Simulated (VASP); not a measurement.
Input:

```
AuCu3
1.0
    3.60317     0.00000     0.00000
    0.00000     3.60317     0.00000
    0.00000     0.00000     3.60317
Cu Au
3 1
Direct
  0.00000   0.50000   0.50000
  0.50000   0.00000   0.50000
  0.50000   0.50000   0.00000
  0.00000   0.00000   0.00000
```

Calculation: LDA (Ceperley-Alder, Perdew-Zunger), VASP's LDA PAW potentials (set 64) (plane waves; VASP). Numerical set-up: 520 eV cut-off, 8×8×8 Γ-centred mesh, first-order Methfessel-Paxton smearing of 0.10 eV, potentials Cu Au.

Unless said otherwise, spin-orbit coupling is left out, though it shifts the bands of the heavy elements here.

Problem. What does the run give for the energy per atom (σ→0), pressure, band gap (on the k-mesh) with the smallest direct gap where there is one?

Solution. 
The band gap (on the k-mesh) is none (metal, semimetal or under 0.01 eV) and the energy per atom (σ→0) is -4.652 eV/atom. The pressure comes out as 13.24 GPa.

The compound is Cu3Au in the L1_2 structure. This cell is one point of a volume scan, at 0.94 of the reference volume.
